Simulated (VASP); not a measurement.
Output of a VASP run:

OUTCAR:
```
 ion  position               nearest neighbor table
   1  0.500  0.500  0.500-   2 2.49   2 2.49   2 2.49   2 2.49   2 2.49   2 2.49   2 2.49   2 2.49
  LATTYP: Found a simple cubic cell.
 ALAT       =     2.8800000000
 Subroutine PRICEL returns:
 Original cell was already a primitive cell.
 Subroutine GETGRP returns: Found 48 space group operations
The static configuration has the point symmetry O_h .
The dynamic configuration has the point symmetry O_h .
 Subroutine INISYM returns: Found 48 space group operations
 Subroutine IBZKPT returns following result:
 Found     56 irreducible k-points:

 Following reciprocal coordinates:
            Coordinates               Weight
  0.000000  0.000000  0.000000      1.000000
  0.090909  0.000000  0.000000      6.000000
  0.181818  0.000000  0.000000      6.000000
  0.272727  0.000000  0.000000      6.000000
  0.363636  0.000000  0.000000      6.000000
  0.454545  0.000000  0.000000      6.000000
  0.090909  0.090909  0.000000     12.000000
  0.181818  0.090909  0.000000     24.000000
  0.272727  0.090909  0.000000     24.000000
  0.363636  0.090909  0.000000     24.000000
  0.454545  0.090909  0.000000     24.000000
  0.181818  0.181818  0.000000     12.000000
  0.272727  0.181818  0.000000     24.000000
  0.363636  0.181818  0.000000     24.000000
  0.454545  0.181818  0.000000     24.000000
  0.272727  0.272727  0.000000     12.000000
  0.363636  0.272727  0.000000     24.000000
  0.454545  0.272727  0.000000     24.000000
  0.363636  0.363636  0.000000     12.000000
  0.454545  0.363636  0.000000     24.000000
  0.454545  0.454545  0.000000     12.000000
  0.090909  0.090909  0.090909      8.000000
  0.181818  0.090909  0.090909     24.000000
  0.272727  0.090909  0.090909     24.000000
  0.363636  0.090909  0.090909     24.000000
  0.454545  0.090909  0.090909     24.000000
  0.181818  0.181818  0.090909     24.000000
  0.272727  0.181818  0.090909     48.000000
  0.363636  0.181818  0.090909     48.000000
  0.454545  0.181818  0.090909     48.000000
  0.272727  0.272727  0.090909     24.000000
  0.363636  0.272727  0.090909     48.000000
  0.454545  0.272727  0.090909     48.000000
  0.363636  0.363636  0.090909     24.000000
  0.454545  0.363636  0.090909     48.000000
  0.454545  0.454545  0.090909     24.000000
  0.181818  0.181818  0.181818      8.000000
  0.272727  0.181818  0.181818     24.000000
  0.363636  0.181818  0.181818     24.000000
  0.454545  0.181818  0.181818     24.000000
   k-points           NKPTS =     56   k-points in BZ     NKDIM =     56   number of bands    NBANDS=     15
   number of dos      NEDOS =    301   number of ions     NIONS =      2
   total plane-waves  NPLWV =   8000
   dimension x,y,z NGX =    20 NGY =   20 NGZ =   20
   dimension x,y,z NGXF=    40 NGYF=   40 NGZF=   40
   ions per type =               1   1
   PREC   = accura    normal or accurate (medium, high low for compatibility)
   ISTART =      0    job   : 0-new  1-cont  2-samecut
   ICHARG =      2    charge: 1-file 2-atom 10-const
   ISPIN  =      1    spin polarized calculation?
   LNONCOLLINEAR =      F non collinear calculations
   LSORBIT =      F    spin-orbit coupling
   INIWAV =      1    electr: 0-lowe 1-rand  2-diag
   ENCUT  =  400.0 eV  29.40 Ry    5.42 a.u.   4.70  4.70  4.70*2*pi/ulx,y,z
   NELM   =    100;   NELMIN=  2; NELMDL= -5     # of ELM steps
   EDIFF  = 0.1E-05   stopping-criterion for ELM
   LREAL  =      F    real-space projection
   NLSPLINE    = F    spline interpolate recip. space projectors
   LMAXMIX     =    4 max onsite mixed and CHGCAR
   VOSKOWN=      0    Vosko Wilk Nusair interpolation
   EDIFFG = -.1E-01   stopping-criterion for IOM
   NSW    =     60    number of steps for IOM
   NBLOCK =      1;   KBLOCK =     60    inner block; outer block
   IBRION =      2    ionic relax: 0-MD 1-quasi-New 2-CG
   NFREE  =      1    steps in history (QN), initial steepest desc. (CG)
...
```

OSZICAR:
```
...
DAV:   4    -0.286998686028E+02   -0.71185E-01   -0.71174E-01  2340   0.899E+00
DAV:   5    -0.287010794345E+02   -0.12108E-02   -0.12108E-02  2082   0.102E+00    0.110E+01
DAV:   6    -0.284994312485E+02    0.20165E+00   -0.39510E+01  1824   0.884E+01    0.159E+01
DAV:   7    -0.249733582444E+02    0.35261E+01   -0.14683E+01  1757   0.557E+01    0.125E+00
DAV:   8    -0.250567748356E+02   -0.83417E-01   -0.66978E-01  2283   0.923E+00    0.175E+00
DAV:   9    -0.250230941802E+02    0.33681E-01   -0.22542E-01  1872   0.697E+00    0.350E-01
DAV:  10    -0.250252408747E+02   -0.21467E-02   -0.74411E-03  1810   0.924E-01    0.328E-01
DAV:  11    -0.250238439721E+02    0.13969E-02   -0.52311E-03  2274   0.839E-01    0.635E-02
DAV:  12    -0.250255325340E+02   -0.16886E-02   -0.12611E-03  1779   0.412E-01    0.222E-02
DAV:  13    -0.250255395005E+02   -0.69665E-05   -0.70953E-05  1975   0.110E-01    0.642E-03
DAV:  14    -0.250255471774E+02   -0.76768E-05   -0.18350E-05  2260   0.523E-02    0.587E-03
DAV:  15    -0.250255485743E+02   -0.13969E-05   -0.17482E-06  1610   0.193E-02    0.462E-03
DAV:  16    -0.250255498978E+02   -0.13235E-05   -0.13014E-06  1009   0.165E-02    0.801E-04
DAV:  17    -0.250255498759E+02    0.21809E-07   -0.99058E-08   910   0.288E-03
   1 F= -.25025550E+02 E0= -.25025686E+02  d E =-.250255E+02
       N       E                     dE             d eps       ncg     rms          rms(c)
DAV:   1    -0.268909673361E+02   -0.18654E+01   -0.23801E+01  1694   0.889E+01    0.104E+01
DAV:   2    -0.263339832444E+02    0.55698E+00   -0.15883E+01  1709   0.665E+01    0.801E+00
DAV:   3    -0.252055806035E+02    0.11284E+01   -0.66844E+00  1792   0.440E+01    0.304E+00
DAV:   4    -0.250376549357E+02    0.16793E+00   -0.32442E-01  2263   0.865E+00    0.859E-01
DAV:   5    -0.250207909918E+02    0.16864E-01   -0.59728E-02  2389   0.392E+00    0.483E-01
DAV:   6    -0.250221839078E+02   -0.13929E-02   -0.88173E-03  2192   0.143E+00    0.173E-01
DAV:   7    -0.250218736586E+02    0.31025E-03   -0.78217E-04  2524   0.382E-01    0.529E-02
DAV:   8    -0.250220545318E+02   -0.18087E-03   -0.36000E-04  1791   0.225E-01    0.148E-02
DAV:   9    -0.250221008184E+02   -0.46287E-04   -0.44947E-05  2135   0.796E-02    0.942E-03
DAV:  10    -0.250221017277E+02   -0.90933E-06   -0.32144E-06  1632   0.263E-02
   2 F= -.25022102E+02 E0= -.25022184E+02  d E =0.344815E-02
       N       E                     dE             d eps       ncg     rms          rms(c)
DAV:   1    -0.255389646561E+02   -0.51686E+00   -0.65971E+00  1694   0.528E+01    0.517E+00
DAV:   2    -0.254620133381E+02    0.76951E-01   -0.48216E+00  1715   0.324E+01    0.445E+00
DAV:   3    -0.250972529552E+02    0.36476E+00   -0.20113E+00  1779   0.213E+01    0.156E+00
DAV:   4    -0.250530222555E+02    0.44231E-01   -0.71150E-02  2129   0.458E+00    0.376E-01
DAV:   5    -0.250495123185E+02    0.35099E-02   -0.14708E-02  2466   0.205E+00    0.141E-01
DAV:   6    -0.250491345379E+02    0.37778E-03   -0.34124E-03  1925   0.906E-01    0.451E-02
DAV:   7    -0.250491802439E+02   -0.45706E-04   -0.27772E-04  1996   0.258E-01    0.119E-02
DAV:   8    -0.250491906710E+02   -0.10427E-04   -0.24385E-05  2072   0.692E-02    0.308E-03
DAV:   9    -0.250492034435E+02   -0.12773E-04   -0.39967E-06  2004   0.235E-02    0.543E-03
DAV:  10    -0.250492071816E+02   -0.37380E-05   -0.31764E-06  1415   0.269E-02    0.504E-04
DAV:  11    -0.250492072599E+02   -0.78356E-07   -0.46909E-07   861   0.794E-03
   3 F= -.25049207E+02 E0= -.25049329E+02  d E =-.236574E-01
```

File OUTCAR:
```
------------------------ aborting loop because EDIFF is reached ----------------------------------------
  FORCE on cell =-STRESS in cart. coord.  units (eV):
  Direction    XX          YY          ZZ          XY          YZ          ZX
  --------------------------------------------------------------------------------------
  Total       -0.0085593     -0.0085593     -0.0085593     -0.0000000      0.0000000      0.0000000
  in kB       -0.5975470     -0.5975470     -0.5975470     -0.0000000      0.0000000      0.0000000
  external PRESSURE =      -0.5975470 kB  Pullay stress =       0.0000000 kB
  volume of cell :       22.95
      direct lattice vectors                 reciprocal lattice vectors
     2.841790274  0.000000000  0.000000000     0.351890852  0.000000000  0.000000000
    -0.000000000  2.841790274  0.000000000    -0.000000000  0.351890852 -0.000000000
    -0.000000000  0.000000000  2.841790274     0.000000000 -0.000000000  0.351890852
 POSITION                                       TOTAL-FORCE (eV/Angst)
 -----------------------------------------------------------------------------------
      1.42090      1.42090      1.42090        -0.000000     -0.000000      0.000000
      0.00000      0.00000      0.00000         0.000000      0.000000      0.000000
 -----------------------------------------------------------------------------------
    total drift:                               -0.000000      0.000000      0.000000
  FREE ENERGIE OF THE ION-ELECTRON SYSTEM (eV)
  ---------------------------------------------------
  free  energy   TOTEN  =       -25.0492072599 eV

  energy  without entropy=      -25.0495737270  energy(sigma->0) =      -25.04932942

 reached required accuracy - stopping structural energy minimisation
```
(Selected blocks of OUTCAR.)

**POSCAR**
```
CoGa
1
    2.8800000000     0.0000000000     0.0000000000
    0.0000000000     2.8800000000     0.0000000000
    0.0000000000     0.0000000000     2.8800000000
Ga Co
1 1
Direct
  0.5000000000   0.5000000000   0.5000000000
  0.0000000000   0.0000000000   0.0000000000
```

Task: Reconstruct the remaining input files.

Result: Several could match; the one computed here: the input of the run itself, r2SCAN meta-GGA, plane waves, VASP's PBE PAW potentials (set 64).

### INCAR
```
SYSTEM=CoGa
PREC=Accurate; ENCUT=400; LREAL=.FALSE.
LASPH=.TRUE.
EDIFF=1E-6; NELM=100; ALGO=Normal
LMAXMIX=4; LMIXTAU=.TRUE.
ISMEAR=1; SIGMA=0.1
METAGGA=R2SCAN
IBRION=2; NSW=60; ISIF=3
EDIFFG=-0.01
LWAVE=.FALSE.; LCHARG=.FALSE.
```

**KPOINTS**
```
Automatic mesh
0
Gamma
11 11 11
0 0 0
```

POTCAR, in this order: Ga_d Co (PBE.64 set). Program: vasp_std.

Energy and stress use the plane-wave basis of the starting cell.

The compound is CoGa in the CsCl type structure. This run relaxes it. Symmetry was kept, so distortions that lower it aren't found. The run is not spin-polarised, so no magnetic state was tried.
